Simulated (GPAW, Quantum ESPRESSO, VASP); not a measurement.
# Si2Ni (Fm-3m, 3 atoms in the cell) computed with different codes at matched settings

Self-consistent single point.

```
CELL_PARAMETERS angstrom
      0.00000     2.69315     2.69315
      2.69315     0.00000     2.69315
      2.69315     2.69315     0.00000
ATOMIC_POSITIONS crystal
  Si 0.25000 0.25000 0.25000
  Si 0.75000 0.75000 0.75000
  Ni 0.00000 0.00000 0.00000
```

Shared settings, as Quantum ESPRESSO writes them: occupations = smearing; smearing = gaussian; degauss = 0.0073499 Ry; K_POINTS = automatic 4 4 4 0 0 0. Potentials and cutoffs stand in the table.

| code | model | pressure (GPa) | cutoff |
|---|---|---|---|
| Quantum ESPRESSO | PBE, PSlibrary ultrasoft (PBE) pseudopotentials | 5.75 | 50 Ry |
| VASP | PBE, VASP's PBE PAW potentials (set 64) | 5.60 | 300 eV |
| GPAW | PBE, GPAW PAW datasets PBE (gpaw-data 1.0.1) | 7.54 | 800 eV |

On Quantum ESPRESSO's run: spin polarisation is off.

The spread over the programs that give each value: pressure within 1.94 GPa.

In the pressure, GPAW (by 1.79) lies more than 1 GPa from the median of the plane-wave programs.

On the base mesh (9 9 9 0 0 0) the same programs gave: GPAW pressure 6.91 GPa; Quantum ESPRESSO pressure 5.37 GPa; VASP pressure 5.17 GPa.

The values differ from the base mesh's, so the mesh still matters here: the table compares the programs at equal settings.

VASP's run is marked for a possible Pulay error in its stress at this cutoff; no cutoff test was made.

The starting cell comes from a database of computed structures (which also holds hypothetical and non-ambient phases and stackings), without a prior relaxation at this level.

Left out of this page: Ansatz, ABINIT, Elk and SIESTA (not drawn, or without a comparable value); CP2K (on another mesh).
